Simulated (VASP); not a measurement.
The system is F2SiClBr, in a box.

```xyz
5
Lattice="12.0000 0.0000 0.0000 0.0000 12.0000 0.0000 0.0000 0.0000 12.0000" Properties=species:S:1:pos:R:3 pbc="T T T"
F     7.2770    4.5488    6.1121
F     5.2916    5.4233    7.4261
Si    5.9966    5.4560    6.0217
Cl    4.7491    4.6970    4.6419
Br    6.5878    7.4932    5.5588
```

Base run:

| Quantity | Value |
| --- | --- |
| Program | VASP 6.6.1 |
| Functional | HSE06 |
| Dispersion | TS |
| Potentials or basis | VASP PAW PBE potentials, release 64 (F, Si, Cl, Br) |
| Cutoff | 520 eV |
| k mesh | 1 × 1 × 1 |
| Occupations | gaussian, width 0.01 eV |
| Spin | no spin polarisation |

Its results: gap between the frontier levels 7.77 eV; largest force 0.298 eV/Å.

**Question.** The run is repeated on the same cell with these changes: functional from HSE06 to PBE0; potentials or basis from VASP PAW PBE potentials, release 64 (F, Si, Cl, Br) to VASP PAW PBE potentials, release 64 (F_h, Si, Cl_h, Br); cutoff from 520 eV to 900 eV. What comes out?

**Answer.** Gap between the frontier levels 8.49 eV; largest force 0.103 eV/Å.

Caveats: the PAW data sets were made with another functional, which shifts forces and pressure a little.

A k mesh can miss the band edges.

Not every run made on this cell is shown here.
